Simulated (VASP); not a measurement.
Method: PBEsol GGA, VASP's PBE PAW potentials (set 64) (plane waves; VASP).

Input for VASP

KPOINTS:
```
Automatic mesh
0
Gamma
6 4 5
0 0 0
```

INCAR:
```
ALGO  =  Normal
EDIFF  =  1E-6
EDIFFG  =  -0.02
ENCUT  =  520
GGA  =  PS
IBRION  =  2
ISIF  =  3
ISMEAR  =  0
LASPH  =  .True.
LCHARG  =  .False.
LMAXMIX  =  4
LREAL  =  .False.
LWAVE  =  .False.
NELM  =  100
NSW  =  60
PREC  =  Accurate
SIGMA  =  0.05
SYSTEM  =  SnO
```

POSCAR:
```
SnO
1
    3.3195419886     0.0000000000     0.0000000000
    0.0000000000     5.7011499014     0.0000000000
    0.0000000000     0.0000000000     3.8137393448
Sn O
2 2
Direct
  0.0000000000   0.2356434178   0.5317366640
  0.5000000000   0.7643565822   0.0317366640
  0.0000000000   0.8820132740   0.7182633360
  0.5000000000   0.1179867260   0.2182633360
```

POTCAR, in this order: Sn_d O (PBE.64 set). Program: vasp_std.

Output of the run:

OSZICAR:
```
       N       E                     dE             d eps       ncg     rms          rms(c)
DAV:   1     0.415371147363E+03    0.41537E+03   -0.21149E+04  1768   0.254E+03
DAV:   2     0.325861104250E+02   -0.38279E+03   -0.37628E+03  1872   0.586E+02
DAV:   3    -0.248716167127E+02   -0.57458E+02   -0.56335E+02  2120   0.199E+02
DAV:   4    -0.271363707524E+02   -0.22648E+01   -0.22627E+01  1960   0.443E+01
DAV:   5    -0.272037974939E+02   -0.67427E-01   -0.67418E-01  2224   0.770E+00    0.110E+01
DAV:   6    -0.239436842147E+02    0.32601E+01   -0.22619E+01  2872   0.525E+01    0.491E+00
DAV:   7    -0.238736265534E+02    0.70058E-01   -0.21033E+00  2016   0.969E+00    0.258E+00
DAV:   8    -0.238566740444E+02    0.16953E-01   -0.58499E-01  2560   0.557E+00    0.102E+00
DAV:   9    -0.238322730033E+02    0.24401E-01   -0.15754E-01  2752   0.398E+00    0.236E-01
DAV:  10    -0.238342956874E+02   -0.20227E-02   -0.18923E-02  2520   0.130E+00    0.208E-01
DAV:  11    -0.238332296618E+02    0.10660E-02   -0.51619E-03  2664   0.705E-01    0.257E-02
DAV:  12    -0.238332927428E+02   -0.63081E-04   -0.73485E-04  1808   0.170E-01    0.352E-02
DAV:  13    -0.238332851393E+02    0.76034E-05   -0.32216E-05  2648   0.647E-02    0.167E-02
DAV:  14    -0.238332832172E+02    0.19222E-05   -0.40829E-06  1856   0.138E-02    0.939E-03
DAV:  15    -0.238332819945E+02    0.12227E-05   -0.29861E-06  1528   0.138E-02    0.131E-03
DAV:  16    -0.238332820344E+02   -0.39910E-07   -0.27825E-07   896   0.447E-03
   1 F= -.23833282E+02 E0= -.23833282E+02  d E =-.238333E+02
```

**OUTCAR**
```
------------------------ aborting loop because EDIFF is reached ----------------------------------------
  FORCE on cell =-STRESS in cart. coord.  units (eV):
  Direction    XX          YY          ZZ          XY          YZ          ZX
  --------------------------------------------------------------------------------------
  Total        0.0337763      0.0664906      0.0333898      0.0000000      0.0000000      0.0000000
  in kB        0.7497760      1.4759756      0.7411956      0.0000000      0.0000000      0.0000000
  external PRESSURE =       0.9889824 kB  Pullay stress =       0.0000000 kB
  volume of cell :       72.18
      direct lattice vectors                 reciprocal lattice vectors
     3.319541989  0.000000000  0.000000000     0.301246378  0.000000000  0.000000000
     0.000000000  5.701149901  0.000000000     0.000000000  0.175403211  0.000000000
     0.000000000  0.000000000  3.813739345     0.000000000  0.000000000  0.262209844
 POSITION                                       TOTAL-FORCE (eV/Angst)
 -----------------------------------------------------------------------------------
      0.00000      1.34344      2.02791         0.000000      0.001370      0.000431
      1.65977      4.35771      0.12104         0.000000     -0.001370      0.000431
      0.00000      5.02849      2.73927         0.000000      0.018634     -0.000431
      1.65977      0.67266      0.83240         0.000000     -0.018634     -0.000431
 -----------------------------------------------------------------------------------
    total drift:                                0.000000      0.000000     -0.000202
  FREE ENERGIE OF THE ION-ELECTRON SYSTEM (eV)
  ---------------------------------------------------
  free  energy   TOTEN  =       -23.8332820344 eV

  energy  without entropy=      -23.8332820344  energy(sigma->0) =      -23.83328203

 reached required accuracy - stopping structural energy minimisation
```
(Selected blocks of OUTCAR.)

Without a dispersion term in the relaxation, distances and binding between the weakly bound layers, chains or molecules are unreliable, and so is what depends on them.

The structure comes from a computed database's SnO entry (Pmn2_1); how it stands against other phases isn't given here. It was relaxed first, which changed the volume by -10 %. The start is the result of an earlier pass.
